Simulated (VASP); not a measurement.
Here is the system:

```
CELL_PARAMETERS angstrom
      5.94501     0.00000     0.00000
      0.00000     5.94501     0.00000
      0.00000     0.00000     5.94501
ATOMIC_POSITIONS crystal
  Cs 0.00000 0.00000 0.00000
  Pb 0.50000 0.50000 0.50000
  Br 0.50000 0.00000 0.50000
  Br 0.00000 0.50000 0.50000
  Br 0.50000 0.50000 0.00000
```

Method: r2SCAN meta-GGA, VASP's PBE PAW potentials (set 64) (plane waves; VASP 6.6.1). Run with 520 eV cut-off, 4×4×4 Γ-centred mesh, tetrahedra with Blöchl corrections, potentials Cs_sv Pb_d Br.

The cores are frozen, which limits the accuracy of field gradients.

Give the principal components of the electric field gradient (V/Å²) and the asymmetry η at each nucleus.

```json
[
 {"atom": "Cs1", "Vxx": "0.0", "Vyy": "0.0", "Vzz": "0.0", "η": "-"},
 {"atom": "Pb2", "Vxx": "0.0", "Vyy": "0.0", "Vzz": "0.0", "η": "-"},
 {"atom": "Br3", "Vxx": "-88.3", "Vyy": "-88.3", "Vzz": "176.7", "η": "0.00"},
 {"atom": "Br4", "Vxx": "-88.3", "Vyy": "-88.3", "Vzz": "176.7", "η": "0.00"},
 {"atom": "Br5", "Vxx": "-88.3", "Vyy": "-88.3", "Vzz": "176.7", "η": "0.00"}
]
```

The compound is CsPbBr3 in the cubic perovskite structure, the ideal cubic form; the compound distorts at low or room temperature. It was relaxed first.
